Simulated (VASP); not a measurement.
# Zn3P (Pm-3m) in VASP: further runs

Runs on Zn3P. Level: RPBE. Tasks: single point.

Program: VASP 6.6.1. These are calculated values, not measurements. Logs are shortened: lines on timing, memory, paths and dates and some standing lists are left out, and cuts for length are marked.

## Step 1: The crystal as given

Symmetry: Pm-3m, No. 221, cubic system. Conventional cell: a = 3.976 Å, b = 3.976 Å, c = 3.976 Å, α = 90.00°, β = 90.00°, γ = 90.00°. Zn (site symmetry 4/mmm) has 8 Zn at 2.81 Å and 4 P at 2.81 Å as nearest neighbours. P (site symmetry m-3m) is surrounded by 12 Zn at 2.81 Å.

The cell comes from a database or a generator and needn't be the stable form of this composition.

## Step 2: Single point, RPBE

INCAR reads:

```
SYSTEM = Zn3P
ALGO = Normal
EDIFF = 1E-6
ENCUT = 520
GGA = RP
ISIF = 2
ISMEAR = 0
LASPH = .True.
LCHARG = .False.
LREAL = .False.
LWAVE = .False.
NBANDS = 28
NELM = 100
PREC = Accurate
SIGMA = 0.1
```

KPOINTS reads:

```
k-points
0
Gamma
  7 7 7
  0 0 0
```

POSCAR reads:

```
Zn3P
1.0
    3.9755180000      0.0000000000      0.0000000000
    0.0000000000      3.9755180000      0.0000000000
    0.0000000000      0.0000000000      3.9755180000
Zn P
3 1
Cartesian
    1.9877590000      1.9877590000      0.0000000000
    1.9877590000      0.0000000000      1.9877590000
    0.0000000000      1.9877590000      1.9877590000
    0.0000000000      0.0000000000      0.0000000000
```

Potentials or basis: VASP PAW PBE potentials, release 64 (Zn, P).

Launch:

```
$ cat potpaw_PBE.64/Zn/POTCAR potpaw_PBE.64/P/POTCAR > POTCAR
$ mpirun -np 1 vasp_std > vasp.out
```

OUTCAR:

```text
SYSTEM = Zn3P
   EDIFF = 1E-6
   ENCUT = 520
   GGA = RP
   ISIF = 2
   ISMEAR = 0
   LASPH = .True.
   LREAL = .False.
   NELM = 100
   PREC = Accurate

 ion  position               nearest neighbor table
   1  0.500  0.500  0.000-   2 2.81   3 2.81   4 2.81   2 2.81   3 2.81   2 2.81   4 2.81   2 2.81
                             3 2.81   4 2.81   3 2.81   4 2.81
   2  0.500  0.000  0.500-   1 2.81   3 2.81   4 2.81   1 2.81   4 2.81   1 2.81   3 2.81   1 2.81
                             3 2.81   4 2.81   4 2.81   3 2.81
   3  0.000  0.500  0.500-   1 2.81   2 2.81   4 2.81   1 2.81   4 2.81   2 2.81   4 2.81   4 2.81
                             1 2.81   2 2.81   1 2.81   2 2.81
   4  0.000  0.000  0.000-   1 2.81   2 2.81   3 2.81   2 2.81   3 2.81   1 2.81   3 2.81   3 2.81
                             1 2.81   2 2.81   2 2.81   1 2.81

  LATTYP: Found a simple cubic cell.
 ALAT       =     3.9755180000

  Lattice vectors:

 A1 = (   3.9755180000,   0.0000000000,   0.0000000000)
 A2 = (   0.0000000000,   3.9755180000,   0.0000000000)
 A3 = (   0.0000000000,   0.0000000000,   3.9755180000)

Analysis of symmetry for initial positions (statically):
=====================================================================
 Subroutine PRICEL returns:
 Original cell was already a primitive cell.

 Routine SETGRP: Setting up the symmetry group for a
 simple cubic supercell.

 Subroutine GETGRP returns: Found 48 space group operations
 (whereof 48 operations were pure point group operations)
 out of a pool of 48 trial point group operations.

The static configuration has the point symmetry O_h .

Analysis of symmetry for dynamics (positions and initial velocities):
=====================================================================
 Subroutine PRICEL returns:
 Original cell was already a primitive cell.

 Routine SETGRP: Setting up the symmetry group for a
 simple cubic supercell.

 Subroutine GETGRP returns: Found 48 space group operations
 (whereof 48 operations were pure point group operations)
 out of a pool of 48 trial point group operations.

The dynamic configuration has the point symmetry O_h .

 Subroutine INISYM returns: Found 48 space group operations
 (whereof 48 operations are pure point group operations),
 and found     1 'primitive' translations

----------------------------------------------------------------------------------------

                                     Primitive cell

  volume of cell :      62.8320

  direct lattice vectors                    reciprocal lattice vectors
     3.975518000  0.000000000  0.000000000     0.251539548  0.000000000  0.000000000
     0.000000000  3.975518000  0.000000000     0.000000000  0.251539548  0.000000000
     0.000000000  0.000000000  3.975518000     0.000000000  0.000000000  0.251539548

  length of vectors
     3.975518000  3.975518000  3.975518000     0.251539548  0.251539548  0.251539548

  position of ions in fractional coordinates (direct lattice)
     0.500000000  0.500000000  0.000000000
     0.500000000  0.000000000  0.500000000
     0.000000000  0.500000000  0.500000000
     0.000000000  0.000000000  0.000000000

  ion indices of the primitive-cell ions
   primitive index   ion index
                 1           1
                 2           2
                 3           3
                 4           4

----------------------------------------------------------------------------------------

 KPOINTS: k-points

Automatic generation of k-mesh.
 Grid dimensions read from file:
 generate k-points for:    7    7    7

 Generating k-lattice:

  Cartesian coordinates                     Fractional coordinates (reciprocal lattice)
     0.035934221  0.000000000  0.000000000     0.142857143  0.000000000  0.000000000
     0.000000000  0.035934221  0.000000000     0.000000000  0.142857143  0.000000000
     0.000000000  0.000000000  0.035934221     0.000000000  0.000000000  0.142857143

  Length of vectors
     0.035934221  0.035934221  0.035934221

  Shift w.r.t. Gamma in fractional coordinates (k-lattice)
     0.000000000  0.000000000  0.000000000

 Subroutine IBZKPT returns following result:
 ===========================================

 Found     20 irreducible k-points:

 Following reciprocal coordinates:
            Coordinates               Weight
  0.000000  0.000000  0.000000      1.000000
  0.142857  0.000000  0.000000      6.000000
  0.285714  0.000000  0.000000      6.000000
  0.428571  0.000000  0.000000      6.000000
  0.142857  0.142857  0.000000     12.000000
  0.285714  0.142857  0.000000     24.000000
[... 12 lines left out ...]
  0.428571  0.428571  0.285714     24.000000
  0.428571  0.428571  0.428571      8.000000
   k-points           NKPTS =     20   k-points in BZ     NKDIM =     20   number of bands    NBANDS=     28
   number of dos      NEDOS =    301   number of ions     NIONS =      4
   total plane-waves  NPLWV =  27000
   dimension x,y,z NGX =    30 NGY =   30 NGZ =   30
   dimension x,y,z NGXF=    60 NGYF=   60 NGZF=   60
   ions per type =               3   1
   NGX,Y,Z   is equivalent  to a cutoff of  12.55, 12.55, 12.55 a.u.
   NGXF,Y,Z  is equivalent  to a cutoff of  25.09, 25.09, 25.09 a.u.
 SYSTEM =  Zn3P
   PREC   = accura    normal or accurate (medium, high low for compatibility)
   ISTART =      0    job   : 0-new  1-cont  2-samecut
   ICHARG =      2    charge: 1-file 2-atom 10-const
   ISPIN  =      1    spin polarized calculation?
   LNONCOLLINEAR =      F non collinear calculations
   LSORBIT =      F    spin-orbit coupling
   LASPH  =      T    aspherical Exc in radial PAW
   ENCUT  =  520.0 eV  38.22 Ry    6.18 a.u.   7.39  7.39  7.39*2*pi/ulx,y,z
   NELM   =    100;   NELMIN=  2; NELMDL= -5     # of ELM steps
   EDIFF  = 0.1E-05   stopping-criterion for ELM
   LREAL  =      F    real-space projection
   EDIFFG = 0.1E-04   stopping-criterion for IOM
   NSW    =      0    number of steps for IOM
   IBRION =     -1    ionic relax: 0-MD 1-quasi-New 2-CG
   NFREE  =      0    steps in history (QN), initial steepest desc. (CG)
   ISIF   =      2    stress and relaxation
   ISYM   =      2    0-nonsym 1-usesym 2-fastsym
   POTIM  = 0.5000    time-step for ionic-motion
   TEBEG  =    0.0;   TEEND  =   0.0 temperature during run
   PSTRESS=    0.0 pullay stress
   NELECT =      41.0000    total number of electrons
   NUPDOWN=      -1.0000    fix difference up-down
   EMIN   =  10.00;   EMAX   =-10.00  energy-range for DOS
   EFERMI =   0.00;   METHOD = LEGACY
   ISMEAR =     0;   SIGMA  =   0.10  broadening in eV -4-tet -1-fermi 0-gaus
   EFERMI_NEDOS =   21; number of points for ismear=-14 and -15
   IALGO  =     38    algorithm
   IMIX   =      4    mixing-type and parameters
     AMIX     =   0.40;   BMIX     =  1.00
     AMIX_MAG =   1.60;   BMIX_MAG =  1.00
  volume/ion in A,a.u.               =      15.71       106.00
  Fermi-wavevector in a.u.,A,eV,Ry     =   1.419959  2.683333 27.433193  2.016283
  Thomas-Fermi vector in A             =   2.540924
   LORBIT       =      0    0 simple, 1 ext, 2 COOP (PROOUT), +10 PAW based schemes
   GGA     = RP    functional components
   LHFCALC =     F    Hartree Fock is set to
   AEXX    =    0.0000 exact exchange contribution
   IVDW    =     0    specifies the selected vdW correction
   LEPSILON=     F    determine dielectric tensor
   LRPA    =     F    only Hartree local field effects (RPA)
 non-spin polarized calculation
 Gauss-broadening in eV      SIGMA  =   0.10
  energy-cutoff  :      520.00
  volume of cell :       62.83
 maximum number of plane-waves:      1743
 NGX is ok and might be reduce to    30
   NGX = 15   NGY = 15   NGZ = 15

 number of electron      41.0000099 magnetization

 Free energy of the ion-electron system (eV)
  ---------------------------------------------------
  ext. energy  EPLUGINS =         0.00000000
  ---------------------------------------------------
  free energy    TOTEN  =        -6.55599368 eV

  energy without entropy =       -6.54515391  energy(sigma->0) =       -6.55057380

 E-fermi :   4.7418     XC(G=0): -11.2036

 val. band max:        4.5265861467   @ k =   0.4286   0.1429   0.1429
 cond. band min:       4.7629770290   @ k =   0.4286   0.2857   0.1429
 fundamental gap:      0.2363908824
 Fermi energy:         4.7418286527

 k-point     1 :       0.0000    0.0000    0.0000
  band No.  band energies     occupation
      1      -8.0716      2.00000
      2      -3.8100      2.00000
      3      -3.3979      2.00000
      4      -3.3979      2.00000
      5      -3.3979      2.00000
      6      -3.2926      2.00000
[... 20 lines left out ...]
     27      12.6700      0.00000
     28      12.6700      0.00000

 k-point     2 :       0.1429    0.0000    0.0000
  band No.  band energies     occupation
      1      -7.9222      2.00000
      2      -3.7607      2.00000
      3      -3.3823      2.00000
      4      -3.3722      2.00000
      5      -3.3722      2.00000
      6      -3.3096      2.00000
[... 20 lines left out ...]
     27      11.6981      0.00000
     28      11.6981      0.00000

 k-point     3 :       0.2857    0.0000    0.0000
  band No.  band energies     occupation
      1      -7.5157      2.00000
      2      -3.6876      2.00000
      3      -3.4089      2.00000
      4      -3.3444      2.00000
      5      -3.3013      2.00000
      6      -3.3013      2.00000
[... 20 lines left out ...]
     27      11.7507      0.00000
     28      11.7507      0.00000

 k-point     4 :       0.4286    0.0000    0.0000
  band No.  band energies     occupation
      1      -7.0585      2.00000
      2      -4.0215      2.00000
      3      -3.3990      2.00000
      4      -3.3099      2.00000
      5      -3.2178      2.00000
      6      -3.2178      2.00000
[... 454 lines left out ...]
     27      13.7199      0.00000
     28      14.5154      0.00000

 k-point    19 :       0.4286    0.4286    0.2857
  band No.  band energies     occupation
      1      -6.2535      2.00000
      2      -3.4997      2.00000
      3      -3.3885      2.00000
      4      -3.3168      2.00000
      5      -3.0342      2.00000
      6      -3.0331      2.00000
[... 20 lines left out ...]
     27      14.8614      0.00000
     28      15.3273      0.00000

 k-point    20 :       0.4286    0.4286    0.4286
  band No.  band energies     occupation
      1      -6.1829      2.00000
      2      -3.4837      2.00000
      3      -3.4188      2.00000
      4      -3.4188      2.00000
      5      -3.0189      2.00000
      6      -3.0189      2.00000
[... 20 lines left out ...]
     27      16.4761      0.00000
     28      16.4761      0.00000

------------------------ aborting loop because EDIFF is reached ----------------------------------------

  FORCE on cell =-STRESS in cart. coord.  units (eV):
  Direction    XX          YY          ZZ          XY          YZ          ZX
  --------------------------------------------------------------------------------------
  -------------------------------------------------------------------------------------
  Total        0.7436147      0.7436147      0.7436147      0.0000000     -0.0000000     -0.0000000
  in kB       18.9617041     18.9617041     18.9617041      0.0000000     -0.0000000     -0.0000000
  external PRESSURE =      18.9617041 kB  Pullay stress =       0.0000000 kB

 VOLUME and BASIS-vectors are now :
 -----------------------------------------------------------------------------
  energy-cutoff  :      520.00
  volume of cell :       62.83
      direct lattice vectors                 reciprocal lattice vectors
     3.975518000  0.000000000  0.000000000     0.251539548  0.000000000  0.000000000
     0.000000000  3.975518000  0.000000000     0.000000000  0.251539548  0.000000000
     0.000000000  0.000000000  3.975518000     0.000000000  0.000000000  0.251539548

 POSITION                                       TOTAL-FORCE (eV/Angst)
 -----------------------------------------------------------------------------------
      1.98776      1.98776      0.00000         0.000000      0.000000      0.000000
      1.98776      0.00000      1.98776         0.000000      0.000000      0.000000
      0.00000      1.98776      1.98776         0.000000      0.000000      0.000000
      0.00000      0.00000      0.00000         0.000000      0.000000      0.000000
 -----------------------------------------------------------------------------------
    total drift:                                0.000000      0.000000     -0.000000

  FREE ENERGIE OF THE ION-ELECTRON SYSTEM (eV)
  ---------------------------------------------------
  free  energy   TOTEN  =        -6.5559936849 eV

  energy  without entropy=       -6.5451539093  energy(sigma->0) =       -6.55057380
```

It took 53 s on 1 thread of AMD EPYC, shared host; peak memory 0.14 GiB.

Results:

```yaml
Free_energy: -6.5560 eV
Pressure: 1.9 GPa
Band_gap_on_the_k_mesh: none (metal or under the smearing width)
```

Caveat: the PAW data sets were made with another functional, which shifts forces and pressure a little.

## Step 3: Single point, RPBE

run.py reads:

```python
from ase import Atoms
from ase.calculators.vasp import Vasp
from ase.dft.bandgap import bandgap

atoms = Atoms(
    ['Zn', 'Zn', 'Zn', 'P'],
    cell=[[3.975518, 0.0, 0.0], [0.0, 3.975518, 0.0], [0.0, 0.0, 3.975518]],
    scaled_positions=[[0.5, 0.5, 0.0], [0.5, 0.0, 0.5], [0.0, 0.5, 0.5], [0.0, 0.0, 0.0]],
    pbc=True,
)
calc = Vasp(
    directory='calc',
    xc='rpbe',
    pp='PBE',
    setups='materialsproject',
    prec='Accurate',
    encut=520,
    ediff=1e-06,
    ismear=0,
    sigma=0.1,
    lreal=False,
    lasph=True,
    nelm=80,
    algo='Normal',
    isif=2,
    lwave=False,
    lcharg=False,
    kpts=[7, 7, 7],
    gamma=True,
)
atoms.calc = calc

print('energy (eV):', atoms.get_potential_energy())
print('free energy (eV):', atoms.get_potential_energy(force_consistent=True))
print('forces (eV/A):')
print(atoms.get_forces())
print('stress (eV/A^3, Voigt):', atoms.get_stress())
print('Fermi level (eV):', calc.get_fermi_level())
gap, top, bottom = bandgap(calc)
print('band gap (eV):', gap, 'from (spin, k, band)', top, 'to', bottom)
```

Potentials or basis: VASP PAW PBE potentials, release 64 (Zn, P).

Launch:

```
$ python run.py
```

What it wrote:

```text
energy (eV): -6.55057315
free energy (eV): -6.55599321
forces (eV/A):
[[0. 0. 0.]
 [0. 0. 0.]
 [0. 0. 0.]
 [0. 0. 0.]]
stress (eV/A^3, Voigt): [-0.01166509 -0.01166509 -0.01166509  0.          0.          0.        ]
Fermi level (eV): 4.74180671
band gap (eV): 0.0 from (spin, k, band) (None, None, None) to (None, None, None)
```

OUTCAR:

```text
ENCUT = 520.000000
   EDIFF = 1.00e-06
   GGA = RP
   PREC = Accurate
   ISIF = 2
   ISMEAR = 0
   NELM = 80
   LASPH = .TRUE.
   LREAL = .FALSE.

 ion  position               nearest neighbor table
   1  0.500  0.500  0.000-   2 2.81   3 2.81   4 2.81   2 2.81   3 2.81   2 2.81   4 2.81   2 2.81
                             3 2.81   4 2.81   3 2.81   4 2.81
   2  0.500  0.000  0.500-   1 2.81   3 2.81   4 2.81   1 2.81   4 2.81   1 2.81   3 2.81   1 2.81
                             3 2.81   4 2.81   4 2.81   3 2.81
[... 747 lines left out ...]
 -----------------------------------------------------------------------------
  energy-cutoff  :      520.00
  volume of cell :       62.83
      direct lattice vectors                 reciprocal lattice vectors
     3.975518000  0.000000000  0.000000000     0.251539548  0.000000000  0.000000000
     0.000000000  3.975518000  0.000000000     0.000000000  0.251539548  0.000000000
     0.000000000  0.000000000  3.975518000     0.000000000  0.000000000  0.251539548

 POSITION                                       TOTAL-FORCE (eV/Angst)
 -----------------------------------------------------------------------------------
      1.98776      1.98776      0.00000         0.000000      0.000000      0.000000
      1.98776      0.00000      1.98776         0.000000      0.000000      0.000000
      0.00000      1.98776      1.98776         0.000000      0.000000      0.000000
      0.00000      0.00000      0.00000         0.000000      0.000000      0.000000
 -----------------------------------------------------------------------------------
    total drift:                                0.000000      0.000000     -0.000000

  FREE ENERGIE OF THE ION-ELECTRON SYSTEM (eV)
  ---------------------------------------------------
  free  energy   TOTEN  =        -6.5559932122 eV

  energy  without entropy=       -6.5451530788  energy(sigma->0) =       -6.55057315
```

INCAR:

```text
ENCUT = 520.000000
SIGMA = 0.100000
EDIFF = 1.00e-06
ALGO = Normal
GGA = RP
PREC = Accurate
ISIF = 2
ISMEAR = 0
NELM = 80
LASPH = .TRUE.
LCHARG = .FALSE.
LWAVE = .FALSE.
LREAL = .FALSE.
```

Run time: 55 s. Hardware: 1 thread of AMD EPYC, shared host; peak memory 0.14 GiB.

Results:

```
Free energy            : -6.5560 eV
Pressure               : 1.9 GPa
Band gap on the k mesh : none (metal or under the smearing width)
```

Levels at points of the mesh, in eV from the Fermi level:
```tsv
k point	band 17	band 18	band 19	band 20	band 21	band 22	band 23	band 24
(0.00, 0.00, 0.00)	-3.93	-3.46	-3.46	-3.46	0.49	0.49	4.19	4.19
```

Caveat: the PAW data sets were made with another functional, which shifts forces and pressure a little.
